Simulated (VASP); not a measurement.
Given:

```xyz
1
Lattice="0.0000 2.4750 2.4750 2.4750 0.0000 2.4750 2.4750 2.4750 0.0000" Properties=species:S:1:pos:R:3 pbc="T T T"
Pb     0.0000     0.0000     0.0000
```

These are r2SCAN meta-GGA, VASP's PBE PAW potentials (set 64) (plane waves; VASP) values and carry that method's errors. Settings: 400 eV cut-off, 11×11×11 Γ-centred mesh, first-order Methfessel-Paxton smearing of 0.10 eV, potentials Pb_d.

Energy and stress use the plane-wave basis of the starting cell.

### Question
The ions, cell shape and volume are relaxed. Which structure does the run end with?

### Answer

```xyz
1
Lattice="0.0000 2.4936 2.4936 2.4936 0.0000 2.4936 2.4936 2.4936 0.0000" Properties=species:S:1:pos:R:3 pbc="T T T"
Pb     0.0000     0.0000     0.0000
```
Space group Fm-3m (225), at a tolerance of 0.03 Å.

### Question
How do energy and volume change from the first to the last step?

### Answer
The energy (σ→0) changes by -2.5 meV/atom and the volume by +2.3 %, in 3 ionic steps.

The compound is Pb in the fcc structure. This run relaxes it. Symmetry was kept, so distortions that lower it aren't found.
